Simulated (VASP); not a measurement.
## Moving the strain (εxx = s, εyy = s) in ZrH6

```
Zr H
1.0
     3.38798    0.00000    0.00000
     0.00000    3.38798    0.00000
     0.00000    0.00000    8.41101
Zr H
1 6
Cartesian
  1.6940 1.6940 4.2055
  0.0000 1.6940 5.3116
  1.6940 0.0000 5.3116
  0.0000 1.6940 3.0995
  1.6940 0.0000 3.0995
  1.6940 1.6940 8.0358
  1.6940 1.6940 0.3752
```

The cell comes from a database or a generator and needn't be the stable form of this composition.

Kept alike: task single point; functional PBE; k mesh 6 × 6 × 3; occupations fermi-dirac, width 0.05 eV; no spin polarisation. Program: VASP, PBE PAW files H, Zr_sv, 520 eV. The mesh is that of the run's cell of 7 atoms. No spin-orbit coupling.

```csv
s,free energy over the lowest row (meV/atom)
-0.04,17.96
-0.02,4.24
-0.01,1.02
0,0.00
0.01,1.06
0.02,4.07
0.04,15.44
```

The cell shown is the unstrained one; x, y and z are its Cartesian axes; atoms keep their fractions. For a metal such a mesh leaves the last digits unconverged.

Q: What does the strain (εxx = s, εyy = s) change here?

A: The free energy is lowest at 0, and 17.96 meV an atom higher at -0.04.
